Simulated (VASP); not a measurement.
Method: r2SCAN meta-GGA, VASP's PBE PAW potentials (set 64) (plane waves; VASP).

The input files of a VASP run:

File KPOINTS:
```
Automatic
0
Gamma
 14 14 8
0 0 0
```

**POSCAR**
```
Re
1
    1.3784512860    -2.3875475491     0.0000000000
    1.3784512860     2.3875475491     0.0000000000
    0.0000000000     0.0000000000     4.4441842274
Re
2
Direct
  0.3333330000   0.6666670000   0.2500000000
  0.6666670000   0.3333330000   0.7500000000
```

INCAR:
```
# general
SYSTEM =Re
PREC   =Accurate
ENCUT  =480
LREAL  =.FALSE.
LASPH  =.TRUE.

# electronic loop
EDIFF  =1E-7
NELM   =100
ALGO   =Normal
LMAXMIX=6
LMIXTAU=.TRUE.

# smearing
ISMEAR =1
SIGMA  =0.1

# functional
METAGGA=R2SCAN

# ions
ISIF   =2

# output
LWAVE  =.FALSE.
LCHARG =.FALSE.
```

POTCAR, in this order: Re (PBE.64 set). Program: vasp_std.

The run wrote:

### OSZICAR
```
       N       E                     dE             d eps       ncg     rms          rms(c)
DAV:   1    -0.511607791864E+02   -0.51161E+02   -0.70703E+03  4839   0.159E+03
DAV:   2    -0.999703028065E+02   -0.48810E+02   -0.41959E+02  4230   0.337E+02
DAV:   3    -0.105782370164E+03   -0.58121E+01   -0.46669E+01  4583   0.228E+02
DAV:   4    -0.106093295937E+03   -0.31093E+00   -0.27816E+00  4789   0.250E+01
DAV:   5    -0.106104589393E+03   -0.11293E-01   -0.10749E-01  4678   0.295E+00    0.362E+01
DAV:   6    -0.105219446923E+03    0.88514E+00   -0.32879E-01  4907   0.110E+01    0.197E+01
DAV:   7    -0.103903599707E+03    0.13158E+01   -0.30076E+00  4800   0.530E+01    0.948E+00
DAV:   8    -0.104908278581E+03   -0.10047E+01   -0.11145E+00  4885   0.274E+01    0.118E+00
DAV:   9    -0.104907272898E+03    0.10057E-02   -0.93221E-03  4445   0.170E+00    0.654E-01
DAV:  10    -0.104890286967E+03    0.16986E-01   -0.11839E-02  5125   0.220E+00    0.104E+00
DAV:  11    -0.104901866096E+03   -0.11579E-01   -0.22084E-03  4836   0.150E+00    0.444E-02
DAV:  12    -0.104901814950E+03    0.51145E-04   -0.72759E-05  5043   0.255E-01    0.915E-02
DAV:  13    -0.104901885060E+03   -0.70110E-04   -0.31630E-05  4576   0.874E-02    0.243E-02
DAV:  14    -0.104901825094E+03    0.59966E-04   -0.13398E-05  4864   0.750E-02    0.705E-03
DAV:  15    -0.104901862886E+03   -0.37792E-04   -0.21636E-06  4267   0.226E-02    0.723E-03
DAV:  16    -0.104901850417E+03    0.12469E-04   -0.16470E-06  4152   0.428E-02    0.431E-03
DAV:  17    -0.104901852597E+03   -0.21794E-05   -0.34469E-08  2055   0.112E-02    0.899E-04
DAV:  18    -0.104901849062E+03    0.35351E-05   -0.55671E-08  1890   0.900E-03    0.446E-04
DAV:  19    -0.104901851059E+03   -0.19970E-05   -0.65366E-08  1890   0.787E-03    0.487E-03
DAV:  20    -0.104901847976E+03    0.30827E-05   -0.36927E-08  1866   0.994E-03    0.110E-03
DAV:  21    -0.104901847747E+03    0.22904E-06   -0.19135E-08  1845   0.673E-03    0.882E-04
DAV:  22    -0.104901848044E+03   -0.29675E-06   -0.15254E-08  1836   0.453E-03    0.103E-03
DAV:  23    -0.104901847903E+03    0.14068E-06   -0.11485E-08  1833   0.535E-03    0.110E-03
DAV:  24    -0.104901847864E+03    0.39511E-07   -0.94953E-09  1797   0.332E-03
   1 F= -.10490185E+03 E0= -.10490211E+03  d E =0.782878E-03
```

### OUTCAR
```
------------------------ aborting loop because EDIFF is reached ----------------------------------------
  FORCE on cell =-STRESS in cart. coord.  units (eV):
  Direction    XX          YY          ZZ          XY          YZ          ZX
  --------------------------------------------------------------------------------------
  Total        0.2204983      0.2204983      0.6841516      0.0000000     -0.0000000      0.0000000
  in kB       12.0767581     12.0767569     37.4711838      0.0000000     -0.0000000      0.0000000
  external PRESSURE =      20.5415663 kB  Pullay stress =       0.0000000 kB
  volume of cell :       29.25
      direct lattice vectors                 reciprocal lattice vectors
     1.378451286 -2.387547549  0.000000000     0.362725912 -0.209419913  0.000000000
     1.378451286  2.387547549  0.000000000     0.362725912  0.209419913  0.000000000
     0.000000000  0.000000000  4.444184227     0.000000000  0.000000000  0.225013174
 POSITION                                       TOTAL-FORCE (eV/Angst)
 -----------------------------------------------------------------------------------
      1.37845      0.79585      1.11105        -0.000000      0.000000      0.000000
      1.37845     -0.79585      3.33314         0.000000     -0.000000      0.000000
 -----------------------------------------------------------------------------------
    total drift:                                0.000000      0.000010     -0.000017
  FREE ENERGIE OF THE ION-ELECTRON SYSTEM (eV)
  ---------------------------------------------------
  free  energy   TOTEN  =      -104.9018478635 eV

  energy  without entropy=     -104.9026307415  energy(sigma->0) =     -104.90210882
```
(Selected blocks of OUTCAR.)

OUTCAR:
```
 val. band max:        7.6871160233   @ k =   0.1429   0.0714   0.0000

 cond. band min:       7.7221298077   @ k =   0.2143   0.1429   0.5000


 Fermi energy:         7.7169574913

 k-point     1 :       0.0000    0.0000    0.0000
  band No.  band energies     occupation
      1      -2.6274      2.00000
      2       0.7851      2.00000
      3       6.1155      2.00000
      4       6.1156      2.00000
      5       6.1207      2.00000
      6       6.9933      2.00000
      7       6.9933      2.00000
      8       7.9558     -0.00376
      9       7.9558     -0.00375
     10       8.3409     -0.00000
     11      11.3012      0.00000

 k-point     2 :       0.0714    0.0000    0.0000
  band No.  band energies     occupation
      1      -2.4076      2.00000
      2       0.9896      2.00000
      3       5.5979      2.00000
      4       6.3158      2.00000
      5       6.5602      2.00000
      6       6.8420      2.00000
      7       7.1821      2.00000
      8       7.4239      2.00027
      9       7.7884      0.07051
     10       7.9593     -0.00324
     11      11.4138      0.00000

 k-point     3 :       0.1429   -0.0000    0.0000
  band No.  band energies     occupation
      1      -1.7798      2.00000
      2       1.5332      2.00000
      3       4.9976      2.00000
      4       6.0852      2.00000
      5       6.3976      2.00000
      6       6.9048      2.00000
      7       7.1470      2.00000
      8       7.3781      2.00002
      9       7.6471      1.91900
     10       7.7345      0.70872
     11      11.6679      0.00000

 k-point     4 :       0.2143   -0.0000    0.0000
  band No.  band energies     occupation
      1      -0.8475      2.00000
      2       2.1218      2.00000
      3       4.5732      2.00000
      4       4.7912      2.00000
      5       5.9942      2.00000
      6       6.8833      2.00000
      7       7.2679      2.00000
      8       7.8440     -0.07031
      9       7.9149     -0.01709
...
```

Unless said otherwise, spin-orbit coupling is left out, though it shifts the bands of the heavy elements here.

The compound is Re in the hcp structure. This cell was strained or had an atom moved on purpose.
